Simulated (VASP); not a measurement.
VASP ran on this input.

File KPOINTS:
```
Automatic mesh
0
Gamma
14 14 14
0 0 0
```

File POSCAR:
```
TiN
1
    0.0000000000     2.0925281918     2.0925281918
    2.0925281918     0.0000000000     2.0925281918
    2.0925281918     2.0925281918     0.0000000000
Ti N
1 1
Direct
  0.0000000000   0.0000000000   0.0000000000
  0.5000000000   0.5000000000   0.5000000000
```

### INCAR
```
SYSTEM = TiN
PREC = Accurate; ENCUT = 600; LREAL = .FALSE.
LASPH = .TRUE.
EDIFF = 1E-7; NELM = 100; ALGO = Normal
LMAXMIX = 4
ISMEAR = 1; SIGMA = 0.1
GGA = PE
ISIF = 2
LWAVE = .FALSE.; LCHARG = .FALSE.
```

POTCAR, in this order: Ti_sv N (PBE.64 set). Program: vasp_std.

### Question
Write an equivalent input for Quantum ESPRESSO's pw.x.

### Answer
One equivalent input (not run):
```
&CONTROL
  calculation = 'scf'
  pseudo_dir = './pseudo'
  outdir = './out'
  tprnfor = .true.
  tstress = .true.
/
&SYSTEM
  ibrav = 0
  nat = 2
  ntyp = 2
  ecutwfc = 84
  occupations = 'smearing'
  smearing = 'methfessel-paxton'
  degauss = 0.00735
  input_dft = 'pbe'
/
&ELECTRONS
  conv_thr = 7.3e-09
  electron_maxstep = 100
/
ATOMIC_SPECIES
  Ti 47.867 Ti.upf
  N 14.007 N.upf
CELL_PARAMETERS angstrom
     0.0000000    2.0925282    2.0925282
     2.0925282    0.0000000    2.0925282
     2.0925282    2.0925282    0.0000000
ATOMIC_POSITIONS crystal
  Ti   0.0000000  0.0000000  0.0000000
  N    0.5000000  0.5000000  0.5000000
K_POINTS automatic
  14 14 14 0 0 0
```
Limits of the translation: the potentials are each code's own (VASP's PAW set, PseudoDojo norm-conserving files in pw.x), so ENCUT and ecutwfc are chosen apart and not converted; conv_thr bounds pw.x's estimated SCF error, while EDIFF bounds the energy change between steps.

The compound is TiN in the rock salt structure. This cell was strained or had an atom moved on purpose.
